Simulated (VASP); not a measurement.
Given:

```yaml
crystal:
  lattice:
    - [-1.92848, 1.92848, 4.29558]
    - [1.92848, -1.92848, 4.29558]
    - [1.92848, 1.92848, -4.29558]
  atoms:
    - { symbol: Mo, position: [0.50000, 0.50000, 0.00000] }
    - { symbol: Mo, position: [0.75000, 0.25000, 0.50000] }
    - { symbol: Mo, position: [0.25000, 0.75000, 0.50000] }
    - { symbol: Ir, position: [0.00000, 0.00000, 0.00000] }
```

These are PBE GGA, VASP's PBE PAW potentials (set 64) (plane waves; VASP 6.6.1) values and carry that method's errors. Numerical set-up: 300 eV cut-off, 6×6×6 Γ-centred mesh, Fermi-Dirac smearing of 0.10 eV, potentials Mo_sv Ir.

At this cut-off the stress carries a Pulay error, which pulls relaxed volumes low. Unless said otherwise, spin-orbit coupling is left out, though it shifts the bands of the heavy elements here.

Question: Predict the energy per atom (σ→0), pressure, band gap (on the k-mesh) with the smallest direct gap where there is one.

Answer: 
```json
{
  "band gap (on the k-mesh)": "none (metal, semimetal or under 0.01 eV)",
  "energy per atom (σ→0)": "-10.344 eV/atom",
  "pressure": "-6.76 GPa"
}
```

The structure was generated: Mo3Ir was put into an ordered model structure, which need not be its known phase. The cell was not relaxed at this level. The k-mesh is coarse (spacing up to 0.38 per Å, 2π included), so the numbers may not be converged in it. The electron count is odd and the run is not spin-polarised, which forces a metal.
